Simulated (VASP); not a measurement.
Level of theory: PBE GGA, VASP's PBE PAW potentials (set 64) (plane waves; VASP).

VASP ran on this input.

### KPOINTS
```
Automatic mesh
0
Gamma
6 6 6
0 0 0
```

File POSCAR:
```
Se
1
    2.2299499422    -3.8623865824     0.0000000000
    2.2299499422     3.8623865824     0.0000000000
    0.0000000000     0.0000000000     4.9997566382
Se
3
Direct
  0.0000000000   0.2198735226   0.6666670000
  0.7801264774   0.7801264774   0.0000000000
  0.2198735226   0.0000000000   0.3333330000
```

### INCAR
```
SYSTEM=Se
PREC=Accurate; ENCUT=480; LREAL=.FALSE.
LASPH=.TRUE.
EDIFF=1E-7; NELM=100; ALGO=Normal
LMAXMIX=4
ISMEAR=0; SIGMA=0.05
GGA=PE
ISIF=2
LWAVE=.FALSE.; LCHARG=.FALSE.
```

POTCAR, in this order: Se (PBE.64 set). Program: vasp_std.

Without a dispersion term in the relaxation, distances and binding between the weakly bound layers, chains or molecules are unreliable, and so is what depends on them.

What does the run give for the energy per atom (σ→0), pressure, largest force?

```yaml
energy per atom (σ→0): -3.499 eV/atom
pressure: 1.60 GPa
largest_force: 0.314 eV/Å
```

File OSZICAR:
```
...
DAV:   7    -0.104973453350E+02    0.20958E-01   -0.80534E-02   964   0.205E+00    0.203E-01
DAV:   8    -0.104967056368E+02    0.63970E-03   -0.97598E-03   924   0.707E-01    0.104E-01
DAV:   9    -0.104968344652E+02   -0.12883E-03   -0.33157E-04  1129   0.137E-01    0.313E-02
DAV:  10    -0.104968787684E+02   -0.44303E-04   -0.57453E-05   954   0.585E-02    0.775E-03
DAV:  11    -0.104968827268E+02   -0.39584E-05   -0.99218E-06  1029   0.216E-02    0.389E-03
DAV:  12    -0.104968825222E+02    0.20461E-06   -0.20706E-06  1004   0.105E-02    0.194E-03
DAV:  13    -0.104968825064E+02    0.15775E-07   -0.36566E-07  1021   0.382E-03
   1 F= -.10496883E+02 E0= -.10496883E+02  d E =-.146565E-12
```

The compound is Se in the trig structure. This cell was strained or had an atom moved on purpose.
